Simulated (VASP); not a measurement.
Here is the system:

```
InY3C
1.0
    4.86615     0.00000     0.00000
    0.00000     4.86615     0.00000
    0.00000     0.00000     4.86615
Y In C
3 1 1
Direct
  0.50000   0.00000   0.50000
  0.00000   0.50000   0.50000
  0.50000   0.50000   0.00000
  0.00000   0.00000   0.00000
  0.50000   0.50000   0.50000
```

These are PBEsol GGA, VASP's PBE PAW potentials (set 64) (plane waves; VASP) values and carry that method's errors. Run with 520 eV cut-off, 6×6×6 Γ-centred mesh, first-order Methfessel-Paxton smearing of 0.10 eV, potentials Y_sv In_d C.

Unless said otherwise, spin-orbit coupling is left out, though it shifts the bands of the heavy elements here.

### Question
What does the run give for the energy per atom (σ→0), band gap (on the k-mesh) with the smallest direct gap where there is one?

### Answer

```json
{
 "band gap (on the k-mesh)": "none (metal, semimetal or under 0.01 eV)",
 "energy per atom (σ→0)": "-7207 meV/atom"
}
```

The absolute energy has meaning only against runs of the same code, potentials and settings.

The structure comes from a computed database's Y3InC entry (Pm-3m); how it stands against other phases isn't given here. It was relaxed first. The start is the result of an earlier pass.
